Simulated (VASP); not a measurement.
Here is the system:

```
CELL_PARAMETERS angstrom
      0.00000     2.76263     2.76263
      2.76263     0.00000     2.76263
      2.76263     2.76263     0.00000
ATOMIC_POSITIONS crystal
  Ca 0.00000 0.00000 0.00000
```

Calculation: PBE GGA, VASP's PBE PAW potentials (set 64) (plane waves; VASP). Run with 480 eV cut-off, 10×10×10 Γ-centred mesh, first-order Methfessel-Paxton smearing of 0.10 eV, potentials Ca_sv.

Energy and stress use the plane-wave basis of the starting cell.

### Question
The ions, cell shape and volume at an external pressure of 15.0 GPa are relaxed. Which structure does the run end with?

### Answer

```
CELL_PARAMETERS angstrom
      0.00000     2.38781     2.38781
      2.38781     0.00000     2.38781
      2.38781     2.38781     0.00000
ATOMIC_POSITIONS crystal
  Ca 0.00000 0.00000 0.00000
```
Space group Fm-3m (225), at a tolerance of 0.03 Å.

### Question
How do energy and volume change from the first to the last step?

### Answer
The energy (σ→0) changes by +513.4 meV/atom and the volume by -35.4 %, in 3 ionic steps.

The compound is Ca in the fcc structure. This run relaxes it under an external pressure of 15 GPa. Symmetry was kept, so distortions that lower it aren't found.
